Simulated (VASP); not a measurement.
# Ga11CuP12 (a cell with a defect) in VASP: notebook, part 2 of 3

VASP 6.6.1. The steps go on from the part before.

## Step 3: Single point, PBEsol+U, collinear spin, ferromagnetic start

Contents of INCAR:

```
SYSTEM = Ga11CuP12
PREC = Accurate
ENCUT = 350
EDIFF = 1E-5
ISMEAR = 0
SIGMA = 0.03
LREAL = Auto
LASPH = .True.
NELM = 120
ALGO = Normal
ISIF = 2
LWAVE = .False.
LCHARG = .False.
ISPIN = 2
MAGMOM = 0.4 0 0 0 0 0 0 0 0 0 0 0 0 0 0 0 0 0 0 0 0 0 0 0
LORBIT = 11
LMAXMIX = 4
LDAU = .True.
LDAUTYPE = 2
LDAUL = 2 -1 -1
LDAUU = 5 0 0
LDAUJ = 0 0 0
LDAUPRINT = 1
GGA = PS
NBANDS = 129
KPAR = 2
```

Contents of KPOINTS:

```
regular mesh
0
Gamma
  2 2 2
  0 0 0
```

Contents of POSCAR:

```
Ga11CuP12
1.0
    0.0000000000      8.1757500000      8.1757500000
    5.4505000000      0.0000000000      5.4505000000
    5.4505000000      5.4505000000      0.0000000000
Cu Ga P
1 11 12
Direct
    0.0000000000      0.0000000000      0.0000000000
    0.0000000000      0.0000000000      0.5000000000
    0.0000000000      0.5000000000      0.0000000000
    0.0000000000      0.5000000000      0.5000000000
    0.3333330000      0.0000000000      0.0000000000
    0.3333330000      0.0000000000      0.5000000000
    0.3333330000      0.5000000000      0.0000000000
    0.3333330000      0.5000000000      0.5000000000
    0.6666670000      0.0000000000      0.0000000000
    0.6666670000      0.0000000000      0.5000000000
    0.6666670000      0.5000000000      0.0000000000
    0.6666670000      0.5000000000      0.5000000000
    0.0833333333      0.1250000000      0.1250000000
    0.0833333333      0.1250000000      0.6250000000
    0.0833333333      0.6250000000      0.1250000000
    0.0833333333      0.6250000000      0.6250000000
    0.4166663333      0.1250000000      0.1250000000
    0.4166663333      0.1250000000      0.6250000000
    0.4166663333      0.6250000000      0.1250000000
    0.4166663333      0.6250000000      0.6250000000
    0.7500003333      0.1250000000      0.1250000000
    0.7500003333      0.1250000000      0.6250000000
    0.7500003333      0.6250000000      0.1250000000
    0.7500003333      0.6250000000      0.6250000000
```

Potentials or basis: VASP PAW PBE potentials, release 64 (Cu, Ga_d, P).

The run is started by

```console
> cat potpaw_PBE.64/Cu/POTCAR potpaw_PBE.64/Ga_d/POTCAR potpaw_PBE.64/P/POTCAR > POTCAR
> mpirun -np 4 vasp_std > vasp.out
```

It took 3.3 min on 4 MPI ranks of AMD EPYC 9R45 (Zen 5), shared host; peak memory 0.42 GiB.

It converged, with:

```
Free energy                                           : -115.6158 eV
Pressure                                              : -1.7 GPa
Largest force                                         : 0.644 eV/Å
Band gap on the k mesh                                : none (metal or under the smearing width)
Net moment                                            : 0.34 μB per cell
Site moments                                          : Cu +0.05; Ga +0.00, +0.01, -0.00; P +0.04, +0.02, -0.00, +0.01, +0.03, +0.00 μB
Valence electrons inside the program's atomic spheres : Cu 10.08; Ga 11.72, 11.73; P 2.48, 2.52, 2.53, 2.50
```

Forces in eV/Å, atoms in the order of the input:
```
Cu   0.059 -0.080 -0.080
Ga   0.017 -0.045  0.074
Ga   0.017  0.074 -0.045
Ga  -0.018 -0.046 -0.046
Ga   0.106 -0.109 -0.109
Ga   0.105 -0.148 -0.086
Ga   0.105 -0.086 -0.148
Ga  -0.013 -0.002 -0.002
Ga   0.148  0.116  0.116
Ga  -0.109 -0.185  0.126
Ga  -0.109  0.126 -0.185
Ga  -0.012  0.008  0.008
P   -0.420 -0.310 -0.310
P    0.252  0.520 -0.286
P    0.252 -0.286  0.520
P    0.000  0.013  0.013
P   -0.123  0.053  0.053
P    0.066  0.033 -0.048
P    0.066 -0.048  0.033
P   -0.035  0.009  0.009
P   -0.312  0.358  0.358
P   -0.019  0.019 -0.004
P   -0.019 -0.004  0.019
P   -0.006  0.021  0.021
```

Stress tensor (GPa, compression positive):
```
-1.50  0.13  0.13
 0.13 -1.83 -0.16
 0.13 -0.16 -1.83
```

Levels at points of the mesh, in eV from the Fermi level:
Spin up:
```
           k point  band 104  band 105  band 106  band 107  band 108  band 109  band 110  band 111
(0.00, 0.00, 0.00)     -0.42     -0.41      0.36      0.44      0.45      1.64      1.70      1.74
(0.50, 0.00, 0.00)     -0.67     -0.29     -0.29      0.27      0.30      1.60      1.68      1.72
(0.00, 0.50, 0.00)     -0.95     -0.62     -0.61     -0.04     -0.01      2.12      2.22      2.26
(0.50, 0.00, 0.50)     -1.18     -1.12     -0.74     -0.53     -0.12      2.40      2.41      2.56
(0.00, 0.50, 0.50)     -1.11     -1.04     -0.56     -0.39      0.03      2.20      2.26      2.55
(0.50, 0.50, 0.50)     -1.03     -0.86     -0.71     -0.24     -0.15      2.35      2.51      2.76
```
Spin down:
| k point | band 102 | band 103 | band 104 | band 105 | band 106 | band 107 | band 108 | band 109 | band 110 | band 111 |
| --- | --- | --- | --- | --- | --- | --- | --- | --- | --- | --- |
| (0.00, 0.00, 0.00) | -0.83 | -0.72 | -0.40 | -0.39 | 0.40 | 0.47 | 0.50 | 1.64 | 1.70 | 1.75 |
| (0.50, 0.00, 0.00) | -0.87 | -0.81 | -0.62 | -0.28 | -0.27 | 0.33 | 0.33 | 1.61 | 1.69 | 1.72 |
| (0.00, 0.50, 0.00) | -1.34 | -1.11 | -0.92 | -0.61 | -0.61 | 0.01 | 0.06 | 2.12 | 2.22 | 2.27 |
| (0.50, 0.00, 0.50) | -1.34 | -1.21 | -1.15 | -1.11 | -0.73 | -0.46 | -0.06 | 2.40 | 2.41 | 2.57 |
| (0.00, 0.50, 0.50) | -1.35 | -1.19 | -1.10 | -1.00 | -0.55 | -0.32 | 0.06 | 2.20 | 2.27 | 2.55 |
| (0.50, 0.50, 0.50) | -1.32 | -1.12 | -1.01 | -0.85 | -0.70 | -0.18 | -0.11 | 2.36 | 2.52 | 2.77 |

Eigenvalues of the final occupation matrices:
```
    site  spin  trace               eigenvalues
site 1 d     1   4.68  0.92 0.92 0.94 0.94 0.95
site 1 d     2   4.64  0.91 0.91 0.93 0.94 0.94
```

Caveat: the k mesh is coarse (spacing up to 0.50 Å⁻¹), so the values aren't converged; the cutoff is under 1.25 times the usual one of these potentials, so pressure, stress and relaxed cells hold a basis-set (Pulay) error; the PAW data sets were made with another functional, which shifts forces and pressure a little; the U is typed as a test and isn't derived for this compound.

## Step 4: Single point, PBEsol+U, collinear spin, ferromagnetic start

INCAR: that of step 3 with these lines changed.

```diff
@@ -9,3 +9,3 @@
 NELM = 120
-ALGO = Normal
+ALGO = All
 ISIF = 2
@@ -14,3 +14,3 @@
 ISPIN = 2
-MAGMOM = 0.4 0 0 0 0 0 0 0 0 0 0 0 0 0 0 0 0 0 0 0 0 0 0 0
+MAGMOM = 2 0 0 0 0 0 0 0 0 0 0 0 0 0 0 0 0 0 0 0 0 0 0 0
 LORBIT = 11
@@ -25,2 +25,3 @@
 NBANDS = 129
+ISYM = 0
 KPAR = 2
```

KPOINTS is that of step 3.

POSCAR is that of step 3.

The run is started by

```console
> cat potpaw_PBE.64/Cu/POTCAR potpaw_PBE.64/Ga_d/POTCAR potpaw_PBE.64/P/POTCAR > POTCAR
> mpirun -np 4 vasp_std > vasp.out
```

It took 5.4 min on 4 MPI ranks of AMD EPYC 9R45 (Zen 5), shared host; peak memory 0.7 GiB.

The run converged. Its results:

```
Free energy                                           : -115.6158 eV
Pressure                                              : -1.6 GPa
Largest force                                         : 0.644 eV/Å
Band gap on the k mesh                                : none (metal or under the smearing width)
Net moment                                            : 0.34 μB per cell
Site moments                                          : Cu +0.05; Ga +0.00, +0.01, -0.00; P +0.04, +0.02, -0.00, +0.01, +0.03, +0.00 μB
Valence electrons inside the program's atomic spheres : Cu 10.08; Ga 11.72, 11.73; P 2.48, 2.52, 2.53, 2.50
```

Forces on the atoms (eV/Å):
```
Cu   0.061 -0.080 -0.080
Ga   0.016 -0.044  0.072
Ga   0.016  0.072 -0.044
Ga  -0.016 -0.045 -0.045
Ga   0.106 -0.109 -0.109
Ga   0.105 -0.147 -0.085
Ga   0.105 -0.085 -0.147
Ga  -0.012 -0.003 -0.003
Ga   0.147  0.116  0.116
Ga  -0.109 -0.184  0.124
Ga  -0.108  0.124 -0.184
Ga  -0.011  0.008  0.008
P   -0.419 -0.310 -0.310
P    0.252  0.519 -0.287
P    0.252 -0.287  0.519
P    0.000  0.014  0.014
P   -0.122  0.052  0.052
P    0.066  0.033 -0.048
P    0.066 -0.048  0.033
P   -0.035  0.009  0.009
P   -0.313  0.360  0.360
P   -0.020  0.019 -0.002
P   -0.020 -0.002  0.019
P   -0.006  0.020  0.020
```

Stress tensor (GPa, compression positive):
```
-1.42  0.13  0.13
 0.13 -1.75 -0.16
 0.13 -0.16 -1.75
```

Levels at points of the mesh, in eV from the Fermi level:
Spin up:
```
           k point  band 106  band 107  band 108  band 109  band 110  band 111
(0.00, 0.00, 0.00)      0.36      0.44      0.45      1.64      1.70      1.74
(0.50, 0.00, 0.00)     -0.29      0.27      0.30      1.60      1.68      1.72
(0.00, 0.50, 0.00)     -0.61     -0.05     -0.01      2.12      2.22      2.26
(0.00, 0.00, 0.50)     -0.61     -0.05     -0.01      2.12      2.22      2.26
(0.50, 0.00, 0.50)     -0.74     -0.53     -0.12      2.40      2.41      2.56
(0.50, 0.50, 0.00)     -0.74     -0.53     -0.12      2.40      2.41      2.56
(0.00, 0.50, 0.50)     -0.56     -0.39      0.02      2.20      2.26      2.55
(0.50, 0.50, 0.50)     -0.71     -0.24     -0.15      2.35      2.51      2.76
```
Spin down:
| k point | band 103 | band 104 | band 105 | band 106 | band 107 | band 108 | band 109 | band 110 |
| --- | --- | --- | --- | --- | --- | --- | --- | --- |
| (0.00, 0.00, 0.00) | -0.72 | -0.40 | -0.39 | 0.40 | 0.47 | 0.50 | 1.64 | 1.70 |
| (0.50, 0.00, 0.00) | -0.81 | -0.63 | -0.28 | -0.27 | 0.33 | 0.33 | 1.61 | 1.69 |
| (0.00, 0.50, 0.00) | -1.11 | -0.92 | -0.61 | -0.61 | 0.01 | 0.06 | 2.12 | 2.22 |
| (0.00, 0.00, 0.50) | -1.11 | -0.92 | -0.61 | -0.61 | 0.01 | 0.06 | 2.12 | 2.22 |
| (0.50, 0.00, 0.50) | -1.21 | -1.15 | -1.11 | -0.73 | -0.46 | -0.06 | 2.40 | 2.41 |
| (0.50, 0.50, 0.00) | -1.21 | -1.15 | -1.11 | -0.73 | -0.46 | -0.06 | 2.40 | 2.41 |
| (0.00, 0.50, 0.50) | -1.19 | -1.10 | -1.00 | -0.55 | -0.32 | 0.06 | 2.20 | 2.27 |
| (0.50, 0.50, 0.50) | -1.12 | -1.01 | -0.85 | -0.70 | -0.18 | -0.12 | 2.36 | 2.52 |

Eigenvalues of the final occupation matrices:
| site | spin | trace | eigenvalues |
| --- | --- | --- | --- |
| site 1 d | 1 | 4.67 | 0.92 0.92 0.94 0.94 0.94 |
| site 1 d | 2 | 4.64 | 0.91 0.91 0.93 0.94 0.94 |

Caveat: the k mesh is coarse (spacing up to 0.50 Å⁻¹), so the values aren't converged; the cutoff is under 1.25 times the usual one of these potentials, so pressure, stress and relaxed cells hold a basis-set (Pulay) error; the PAW data sets were made with another functional, which shifts forces and pressure a little; the U is typed as a test and isn't derived for this compound. The state reached can hang on the start; a lower one may exist.

## Step 5: Single point, PBEsol+U, collinear spin, ferromagnetic start

INCAR: that of step 4 with these lines changed.

```diff
@@ -9,3 +9,3 @@
 NELM = 120
-ALGO = All
+ALGO = Normal
 ISIF = 2
@@ -16,2 +16,3 @@
 LORBIT = 11
+NUPDOWN = 2
 LMAXMIX = 4
@@ -25,3 +26,2 @@
 NBANDS = 129
-ISYM = 0
 KPAR = 2
```

KPOINTS is that of step 4.

POSCAR is that of step 4.

The run is started by

```console
> cat potpaw_PBE.64/Cu/POTCAR potpaw_PBE.64/Ga_d/POTCAR potpaw_PBE.64/P/POTCAR > POTCAR
> mpirun -np 4 vasp_std > vasp.out
```

Wall time 3.5 min (4 MPI ranks of AMD EPYC 9R45 (Zen 5), shared host); peak memory 0.42 GiB.

Results (log left out):

| Item | Value |
| --- | --- |
| Free energy | -115.3457 eV |
| Pressure | -1.4 GPa |
| Largest force | 0.523 eV/Å |
| Net moment | 2.00 μB per cell |
| Site moments | Cu +0.25; Ga +0.02, +0.01, +0.00; P +0.17, +0.16, +0.01, +0.07, +0.03, +0.02, +0.12 μB |
| Valence electrons inside the program's atomic spheres | Cu 10.08; Ga 11.72, 11.73; P 2.49, 2.53, 2.52, 2.50 |

Forces in eV/Å, atoms in the order of the input:
```
Cu   0.032 -0.028 -0.028
Ga  -0.015  0.029  0.104
Ga  -0.015  0.104  0.029
Ga  -0.109  0.015  0.015
Ga   0.103 -0.118 -0.118
Ga   0.121 -0.139 -0.114
Ga   0.121 -0.114 -0.139
Ga   0.028 -0.044 -0.044
Ga   0.094  0.091  0.091
Ga  -0.080 -0.129  0.081
Ga  -0.080  0.081 -0.129
Ga   0.011 -0.022 -0.022
P   -0.313 -0.296 -0.296
P    0.251  0.358 -0.256
P    0.251 -0.256  0.358
P    0.012 -0.009 -0.009
P   -0.097  0.072  0.072
P    0.019  0.028 -0.010
P    0.019 -0.010  0.028
P   -0.039  0.042  0.042
P   -0.277  0.301  0.301
P   -0.024  0.022  0.000
P   -0.024  0.000  0.022
P    0.013  0.022  0.022
```

Stress tensor (GPa, compression positive):
```
-1.37  0.17  0.17
 0.17 -1.47 -0.25
 0.17 -0.25 -1.47
```

Eigenvalues of the final occupation matrices:
| site | spin | trace | eigenvalues |
| --- | --- | --- | --- |
| site 1 d | 1 | 4.75 | 0.95 0.95 0.95 0.95 0.95 |
| site 1 d | 2 | 4.56 | 0.89 0.89 0.90 0.94 0.95 |

Caveat: the k mesh is coarse (spacing up to 0.50 Å⁻¹), so the values aren't converged; the cutoff is under 1.25 times the usual one of these potentials, so pressure, stress and relaxed cells hold a basis-set (Pulay) error; the PAW data sets were made with another functional, which shifts forces and pressure a little; the total moment is fixed, so each spin has its own Fermi level; the U is typed as a test and isn't derived for this compound. The state reached can hang on the start; a lower one may exist.

## Step 6: Single point, PBEsol+U, collinear spin, zero start

INCAR: that of step 5 with these lines changed.

```diff
@@ -14,5 +14,5 @@
 ISPIN = 2
-MAGMOM = 2 0 0 0 0 0 0 0 0 0 0 0 0 0 0 0 0 0 0 0 0 0 0 0
+MAGMOM = 0 0 0 0 0 0 0 0 0 0 0 0 0 0 0 0 0 0 0 0 0 0 0 0
 LORBIT = 11
-NUPDOWN = 2
+NUPDOWN = 0
 LMAXMIX = 4
```

KPOINTS is that of step 5.

POSCAR is that of step 5.

Potentials or basis: VASP PAW PBE potentials, release 64 (Cu, Ga_d, P).

The run is started by

```console
> cat potpaw_PBE.64/Cu/POTCAR potpaw_PBE.64/Ga_d/POTCAR potpaw_PBE.64/P/POTCAR > POTCAR
> mpirun -np 4 vasp_std > vasp.out
```

It took 3.2 min on 4 MPI ranks of AMD EPYC 9R45 (Zen 5), shared host; peak memory 0.43 GiB.

The run converged. Its results:

```
Free energy                                           : -115.6152 eV
Pressure                                              : -1.7 GPa
Largest force                                         : 0.656 eV/Å
Net moment                                            : 0.00 μB per cell
Valence electrons inside the program's atomic spheres : Cu 10.08; Ga 11.72, 11.73; P 2.48, 2.52, 2.53, 2.50
```

Forces in eV/Å, atoms in the order of the input:
```
Cu   0.046 -0.106 -0.106
Ga   0.011 -0.057  0.061
Ga   0.011  0.061 -0.057
Ga  -0.012 -0.047 -0.047
Ga   0.085 -0.123 -0.123
Ga   0.101 -0.160 -0.088
Ga   0.101 -0.088 -0.160
Ga  -0.014 -0.001 -0.001
Ga   0.132  0.103  0.103
Ga  -0.112 -0.204  0.125
Ga  -0.112  0.125 -0.204
Ga  -0.012  0.008  0.008
P   -0.391 -0.296 -0.296
P    0.245  0.545 -0.273
P    0.245 -0.273  0.545
P    0.000  0.013  0.013
P   -0.119  0.067  0.067
P    0.074  0.041 -0.051
P    0.074 -0.051  0.041
P   -0.037  0.009  0.009
P   -0.279  0.385  0.385
P   -0.016  0.027  0.000
P   -0.016  0.000  0.027
P   -0.006  0.021  0.021
```

Stress tensor (GPa, compression positive):
```
-1.37  0.10  0.10
 0.10 -1.81 -0.17
 0.10 -0.17 -1.81
```

Eigenvalues of the final occupation matrices:
| site | spin | trace | eigenvalues |
| --- | --- | --- | --- |
| site 1 d | 1 | 4.66 | 0.92 0.92 0.94 0.94 0.94 |
| site 1 d | 2 | 4.66 | 0.92 0.92 0.94 0.94 0.94 |

Caveat: the k mesh is coarse (spacing up to 0.50 Å⁻¹), so the values aren't converged; the cutoff is under 1.25 times the usual one of these potentials, so pressure, stress and relaxed cells hold a basis-set (Pulay) error; the PAW data sets were made with another functional, which shifts forces and pressure a little; the total moment is fixed, so each spin has its own Fermi level; the U is typed as a test and isn't derived for this compound.

(Part 2 of 3 ends here.)
